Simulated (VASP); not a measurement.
A convergence study with VASP on Pt (fcc): one setting is varied, all else stays as given below, so the limit is that of these other settings. The cell's lengths are 1 % over those of the tabulated start, so it is off equilibrium.

```
Pt
1.0
    0.00000     1.97960     1.97960
    1.97960     0.00000     1.97960
    1.97960     1.97960     0.00000
Pt
1
Direct
  0.00000   0.00000   0.00000
```

These are PBE GGA, VASP's PBE PAW potentials (set 64) (plane waves; VASP 6.6.1) values and carry that method's errors. The tightest run used: 1000 eV cut-off, 18×18×18 Γ-centred mesh, first-order Methfessel-Paxton smearing of 0.10 eV, potentials Pt.

```
setting      E (eV/atom)  pressure (GPa)  plane waves
-----------  -----------  --------------  -----------
ENCUT = 150      -5.7770         -212.25           72
ENCUT = 200      -6.0119          -26.49          113
ENCUT = 250      -6.1005            1.01          150
ENCUT = 300      -6.0976            0.82          193
ENCUT = 350      -6.0927            0.85          259
```

Question: These are the cheaper rows. Estimate the results at ENCUT = 1000, and how far the last row shown lies from them.

Answer: 
```json
[
 {"quantity": "E (eV/atom)", "tightest run": "-6.0936", "last row shown is off by": "0.0008"},
 {"quantity": "pressure (GPa)", "tightest run": "1.58", "last row shown is off by": "-0.73"}
]
```

Left out are rungs that failed or repeat a setting and relaxations that didn't move; long series are thinned to 24 rows.

The compound is Pt in the fcc structure. The cell was not relaxed at this level.
